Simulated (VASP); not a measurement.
Computed with PBEsol GGA, VASP's PBE PAW potentials (set 64) (plane waves; VASP).

The input files of a VASP run:

**KPOINTS**
```
Automatic mesh
0
Gamma
4 4 8
0 0 0
```

INCAR:
```
! general
SYSTEM  = Ga4As3Sb
PREC    = Accurate
ENCUT   = 400
LREAL   = .FALSE.
LASPH   = .TRUE.

! electronic loop
EDIFF   = 1E-7
NELM    = 100
ALGO    = Normal
LMAXMIX = 4

! smearing
ISMEAR  = -5

! functional
GGA     = PS

! ions
ISIF    = 2

! output
LWAVE   = .FALSE.
LCHARG  = .TRUE.
LORBIT  = 11
NEDOS   = 601

! other
LEFG    = .TRUE.
```

**POSCAR**
```
Ga4As3Sb
5.784670
 -0.0013121599   0.9986404492   0.9999999435
  0.9986404492  -0.0013121599   0.9999999435
  0.4986641447   0.4986641447   0.0000000000
Ga Sb As
4 1 3
Cartesian
  0.9973282894   0.9973282894   1.9800866581
  1.0064822708   1.4868384526   1.5082679949
  1.4868384526   1.0064822708   1.5082679949
  0.9973282895   0.9973282895   1.0016226354
  0.2493320723   0.2493320723   0.2515263140
  0.7485169544   0.2488113350   0.7499296730
  0.2488113350   0.7485169544   0.7499296730
  0.7479962170   0.7479962170   1.2503685482
```

POTCAR, in this order: Ga_d Sb As (PBE.64 set). Program: vasp_std.

The run wrote:

**OUTCAR**
```
 ion  position               nearest neighbor table
   1  0.990  0.990  0.020-   6 2.44   7 2.44   5 2.57   5 2.57
   2  0.994  0.514  0.992-   8 2.47   6 2.47   6 2.47   5 2.59
   3  0.514  0.994  0.992-   8 2.47   7 2.47   7 2.47   5 2.59
   4  0.501  0.501  0.998-   8 2.50   8 2.50   6 2.51   7 2.51
   5  0.126  0.126  0.248-   1 2.57   1 2.57   2 2.59   3 2.59
   6  0.125  0.625  0.250-   1 2.44   2 2.47   2 2.47   4 2.51
   7  0.625  0.125  0.250-   1 2.44   3 2.47   3 2.47   4 2.51
   8  0.625  0.625  0.250-   2 2.47   3 2.47   4 2.50   4 2.50
  LATTYP: Found a base centered orthorhombic cell.
 ALAT       =     8.1803710745
 B/A-ratio  =     1.4142805065
 C/A-ratio  =     0.4986877779
 Subroutine PRICEL returns:
 Original cell was already a primitive cell.
 Subroutine GETGRP returns: Found  4 space group operations
The static configuration has the point symmetry C_2v.
The dynamic configuration has the point symmetry C_2v.
 Subroutine INISYM returns: Found  4 space group operations
 Subroutine IBZKPT returns following result:
 Found     33 irreducible k-points:

 Following reciprocal coordinates:
            Coordinates               Weight
  0.000000  0.000000  0.000000      1.000000
  0.250000  0.000000  0.000000      4.000000
  0.500000  0.000000  0.000000      2.000000
  0.250000  0.250000  0.000000      2.000000
  0.500000  0.250000  0.000000      4.000000
 -0.250000  0.250000  0.000000      2.000000
  0.500000  0.500000  0.000000      1.000000
  0.000000  0.000000  0.125000      4.000000
  0.250000  0.000000  0.125000      4.000000
  0.500000  0.000000  0.125000      8.000000
 -0.250000  0.000000  0.125000      8.000000
  0.500000  0.500000  0.125000      4.000000
 -0.250000  0.500000  0.125000      4.000000
  0.000000  0.000000  0.250000      4.000000
  0.250000  0.000000  0.250000      8.000000
  0.500000  0.000000  0.250000      4.000000
 -0.250000  0.000000  0.250000      8.000000
  0.250000  0.250000  0.250000      2.000000
 -0.250000  0.250000  0.250000      4.000000
 -0.250000 -0.250000  0.250000      2.000000
  0.000000  0.000000  0.375000      4.000000
  0.250000  0.000000  0.375000      8.000000
  0.500000  0.000000  0.375000      8.000000
 -0.250000  0.000000  0.375000      4.000000
  0.250000  0.250000  0.375000      4.000000
  0.500000  0.250000  0.375000      4.000000
  0.000000  0.000000  0.500000      1.000000
  0.250000  0.000000  0.500000      4.000000
  0.500000  0.000000  0.500000      2.000000
  0.250000  0.250000  0.500000      2.000000
  0.500000  0.250000  0.500000      4.000000
 -0.250000  0.250000  0.500000      2.000000
  0.500000  0.500000  0.500000      1.000000
   k-points           NKPTS =     33   k-points in BZ     NKDIM =     33   number of bands    NBANDS=     43
   number of dos      NEDOS =    601   number of ions     NIONS =      8
   total plane-waves  NPLWV =  81648
   dimension x,y,z NGX =    54 NGY =   54 NGZ =   28
   dimension x,y,z NGXF=   108 NGYF=  108 NGZF=   56
   ions per type =               4   1   3
   PREC   = accura    normal or accurate (medium, high low for compatibility)
   ISTART =      0    job   : 0-new  1-cont  2-samecut
   ICHARG =      2    charge: 1-file 2-atom 10-const
   ISPIN  =      1    spin polarized calculation?
   LNONCOLLINEAR =      F non collinear calculations
   LSORBIT =      F    spin-orbit coupling
   INIWAV =      1    electr: 0-lowe 1-rand  2-diag
   ENCUT  =  400.0 eV  29.40 Ry    5.42 a.u.  13.33 13.33  6.65*2*pi/ulx,y,z
   NELM   =    100;   NELMIN=  2; NELMDL= -5     # of ELM steps
   EDIFF  = 0.1E-06   stopping-criterion for ELM
   LREAL  =      F    real-space projection
   NLSPLINE    = F    spline interpolate recip. space projectors
...
```

### OSZICAR
```
       N       E                     dE             d eps       ncg     rms          rms(c)
DAV:   1     0.552323255146E+03    0.55232E+03   -0.28770E+04  2912   0.197E+03
DAV:   2     0.506886781562E+02   -0.50163E+03   -0.49045E+03  3070   0.500E+02
DAV:   3    -0.311360167195E+02   -0.81825E+02   -0.80078E+02  3315   0.156E+02
DAV:   4    -0.357312035553E+02   -0.45952E+01   -0.45626E+01  3397   0.386E+01
DAV:   5    -0.358764139896E+02   -0.14521E+00   -0.14496E+00  3457   0.660E+00    0.611E+00
DAV:   6    -0.353050393563E+02    0.57137E+00   -0.10180E+00  3921   0.130E+01    0.357E+00
DAV:   7    -0.351913198677E+02    0.11372E+00   -0.57182E-01  3385   0.439E+00    0.898E-01
DAV:   8    -0.351878591604E+02    0.34607E-02   -0.13062E-01  3667   0.399E+00    0.251E-01
DAV:   9    -0.351881019825E+02   -0.24282E-03   -0.13659E-02  3771   0.140E+00    0.876E-02
DAV:  10    -0.351883934416E+02   -0.29146E-03   -0.19835E-03  3353   0.337E-01    0.590E-02
DAV:  11    -0.351885305801E+02   -0.13714E-03   -0.51968E-04  3235   0.224E-01    0.153E-02
DAV:  12    -0.351885194974E+02    0.11083E-04   -0.85431E-05  3367   0.114E-01    0.103E-02
DAV:  13    -0.351885183543E+02    0.11432E-05   -0.19363E-05  4134   0.311E-02    0.642E-03
DAV:  14    -0.351885194182E+02   -0.10640E-05   -0.45644E-06  3124   0.185E-02    0.285E-03
DAV:  15    -0.351885191687E+02    0.24951E-06   -0.19039E-06  3775   0.127E-02    0.183E-03
DAV:  16    -0.351885192215E+02   -0.52780E-07   -0.27541E-07  2358   0.296E-03
   1 F= -.35188519E+02 E0= -.35188519E+02  d E =0.000000E+00
```

**OUTCAR**
```
------------------------ aborting loop because EDIFF is reached ----------------------------------------
  FORCE on cell =-STRESS in cart. coord.  units (eV):
  Direction    XX          YY          ZZ          XY          YZ          ZX
  --------------------------------------------------------------------------------------
  Total       -0.1098937     -0.1098937     -0.1208052      0.0358451      0.0000000     -0.0000000
  in kB       -0.9120738     -0.9120738     -1.0026353      0.2974999      0.0000000     -0.0000000
  external PRESSURE =      -0.9422609 kB  Pullay stress =       0.0000000 kB
  volume of cell :      193.04
      direct lattice vectors                 reciprocal lattice vectors
    -0.007590412  5.776805448  5.784669673    -0.086439451  0.086439451  0.086435359
     5.776805448 -0.007590412  5.784669673     0.086439451 -0.086439451  0.086435359
     2.884607518  2.884607518  0.000000000     0.173333806  0.173333806 -0.172870718
 POSITION                                       TOTAL-FORCE (eV/Angst)
 -----------------------------------------------------------------------------------
      5.76922      5.76922     11.45415        -0.000000     -0.000000      0.033832
      5.82217      8.60087      8.72483        -0.012478      0.012478      0.003674
      8.60087      5.82217      8.72483         0.012478     -0.012478      0.003674
      5.76922      5.76922      5.79406         0.000000     -0.000000     -0.011333
      1.44230      1.44230      1.45500         0.000000      0.000000     -0.038055
      4.32992      1.43929      4.33810         0.004035     -0.004035     -0.001562
      1.43929      4.32992      4.33810        -0.004035      0.004035     -0.001562
      4.32691      4.32691      7.23297        -0.000000     -0.000000      0.011333
 -----------------------------------------------------------------------------------
    total drift:                                0.000044      0.000044      0.001170
  FREE ENERGIE OF THE ION-ELECTRON SYSTEM (eV)
  ---------------------------------------------------
  free  energy   TOTEN  =       -35.1885192215 eV

  energy  without entropy=      -35.1885192215  energy(sigma->0) =      -35.18851922

 total charge

# of ion       s       p       d       tot
------------------------------------------
    1        0.896   0.836   9.985  11.717
    2        0.891   0.788   9.985  11.663
    3        0.891   0.788   9.985  11.663
    4        0.888   0.733   9.982  11.604
    5        1.123   1.405   0.031   2.559
    6        1.217   1.560   0.030   2.807
    7        1.217   1.560   0.030   2.807
    8        1.218   1.555   0.029   2.803
--------------------------------------------------
tot          8.340   9.226  40.056  57.622
```
(Selected blocks of OUTCAR.)

The structure was generated: Ga4As3Sb was put into an ordered model structure (Amm2), which need not be its known phase. It was relaxed first.
